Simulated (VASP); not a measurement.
Calculation: PBEsol GGA, VASP's PBE PAW potentials (set 64) (plane waves; VASP).

VASP ran on this input.

File KPOINTS:
```
k-points along high-symmetry lines
15
Line-mode
Reciprocal
  0.000000   0.000000   0.000000 ! GAMMA
  0.500000   0.000000   0.500000 ! X

  0.500000   0.000000   0.500000 ! X
  0.625000   0.250000   0.625000 ! U

  0.375000   0.375000   0.750000 ! K
  0.000000   0.000000   0.000000 ! GAMMA

  0.000000   0.000000   0.000000 ! GAMMA
  0.500000   0.500000   0.500000 ! L

  0.500000   0.500000   0.500000 ! L
  0.500000   0.250000   0.750000 ! W

  0.500000   0.250000   0.750000 ! W
  0.500000   0.000000   0.500000 ! X
```

### INCAR
```
SYSTEM = NbSi
PREC = Accurate
ENCUT = 400
EDIFF = 1E-7
NELM = 100
ALGO = Normal
LREAL = .FALSE.
LASPH = .TRUE.
ISMEAR = 0
SIGMA = 0.05
GGA = PS
LMAXMIX = 4
LWAVE = .FALSE.
LCHARG = .FALSE.
LORBIT = 11
ICHARG = 11
```

POSCAR:
```
NbSi
1
    0.0000000000     2.5473254766     2.5473254766
    2.5473254766    -0.0000000000     2.5473254766
    2.5473254766     2.5473254766    -0.0000000000
Nb Si
1 1
Direct
  0.0000000000   0.0000000000   0.0000000000
  0.5000000000   0.5000000000   0.5000000000
```

POTCAR, in this order: Nb_sv Si (PBE.64 set). Program: vasp_std. Read from the step before: CHGCAR.

What VASP printed:

### OUTCAR
```
 ion  position               nearest neighbor table
   1  0.000  0.000  0.000-   2 2.55   2 2.55   2 2.55   2 2.55   2 2.55   2 2.55
   2  0.500  0.500  0.500-   1 2.55   1 2.55   1 2.55   1 2.55   1 2.55   1 2.55
  LATTYP: Found a face centered cubic cell.
 ALAT       =     5.0946509532
 Subroutine PRICEL returns:
 Original cell was already a primitive cell.
 Subroutine GETGRP returns: Found 48 space group operations
The static configuration has the point symmetry O_h .
The dynamic configuration has the point symmetry O_h .
 Subroutine INISYM returns: Found 48 space group operations
   k-points           NKPTS =     90   k-points in BZ     NKDIM =     90   number of bands    NBANDS=     12
   number of dos      NEDOS =    301   number of ions     NIONS =      2
   total plane-waves  NPLWV =  13824
   dimension x,y,z NGX =    24 NGY =   24 NGZ =   24
   dimension x,y,z NGXF=    48 NGYF=   48 NGZF=   48
   ions per type =               1   1
   PREC   = accura    normal or accurate (medium, high low for compatibility)
   ISTART =      0    job   : 0-new  1-cont  2-samecut
   ICHARG =     11    charge: 1-file 2-atom 10-const
   ISPIN  =      1    spin polarized calculation?
   LNONCOLLINEAR =      F non collinear calculations
   LSORBIT =      F    spin-orbit coupling
   INIWAV =      1    electr: 0-lowe 1-rand  2-diag
   ENCUT  =  400.0 eV  29.40 Ry    5.42 a.u.   5.87  5.87  5.87*2*pi/ulx,y,z
...
```

OSZICAR:
```
       N       E                     dE             d eps       ncg     rms          rms(c)
DAV:   1     0.105994433019E+03    0.10599E+03   -0.77422E+03  2200   0.110E+03
DAV:   2    -0.983398129118E+01   -0.11583E+03   -0.11126E+03  2640   0.374E+02
DAV:   3    -0.152593384542E+02   -0.54254E+01   -0.50609E+01  3236   0.626E+01
DAV:   4    -0.155885734474E+02   -0.32923E+00   -0.32555E+00  3236   0.151E+01
DAV:   5    -0.156027476611E+02   -0.14174E-01   -0.14153E-01  3264   0.250E+00
DAV:   6    -0.156030880923E+02   -0.34043E-03   -0.34015E-03  3140   0.341E-01
DAV:   7    -0.156030995013E+02   -0.11409E-04   -0.11395E-04  3172   0.473E-02
DAV:   8    -0.156031000398E+02   -0.53851E-06   -0.53807E-06  2880   0.843E-03
DAV:   9    -0.156031000783E+02   -0.38497E-07   -0.38359E-07  2152   0.162E-03
   1 F= -.15603100E+02 E0= -.15601596E+02  d E =-.300777E-02
```

OUTCAR:
```
 val. band max:       10.3592262350   @ k =   0.5179   0.0357   0.5179

 cond. band min:      10.3862340207   @ k =   0.5625   0.1250   0.5625



 k-point     1 :       0.0000    0.0000    0.0000
  band No.  band energies     occupation
      1     -44.5403      2.00000
      2     -20.5966      2.00000
      3     -20.5966      2.00000
      4     -20.5966      2.00000
      5      -0.2550      2.00000
      6       9.2291      2.00000
      7       9.2291      2.00000
      8       9.2291      2.00000
      9       9.8319      2.00000
     10       9.8319      2.00000
     11      13.0905      0.00000
     12      13.0905      0.00000

 k-point     2 :       0.0357    0.0000    0.0357
  band No.  band energies     occupation
      1     -44.5400      2.00000
      2     -20.5996      2.00000
      3     -20.5977      2.00000
      4     -20.5977      2.00000
      5      -0.2208      2.00000
      6       9.1938      2.00000
      7       9.2276      2.00000
      8       9.2276      2.00000
      9       9.6801      2.00000
     10       9.8441      2.00000
     11      13.1318      0.00000
     12      13.1377      0.00000

 k-point     3 :       0.0714    0.0000    0.0714
  band No.  band energies     occupation
      1     -44.5390      2.00000
      2     -20.6083      2.00000
      3     -20.6008      2.00000
      4     -20.6008      2.00000
      5      -0.1198      2.00000
      6       9.0925      2.00000
      7       9.2262      2.00000
      8       9.2262      2.00000
      9       9.2928      2.00000
     10       9.8805      2.00000
     11      13.2498      0.00000
     12      13.2499      0.00000

 k-point     4 :       0.1071    0.0000    0.1071
  band No.  band energies     occupation
      1     -44.5374      2.00000
      2     -20.6224      2.00000
      3     -20.6059      2.00000
      4     -20.6059      2.00000
      5       0.0439      2.00000
      6       8.7878      2.00000
      7       8.9359      2.00000
...
```

The density is held fixed in this step, so its total energy and stress have no physical meaning.

The structure was generated: NbSi was put into the rock salt type (Fm-3m), which need not be its known phase. It was relaxed first, which changed the volume by -37 %. The electron count is odd and the run is not spin-polarised, which forces a metal.
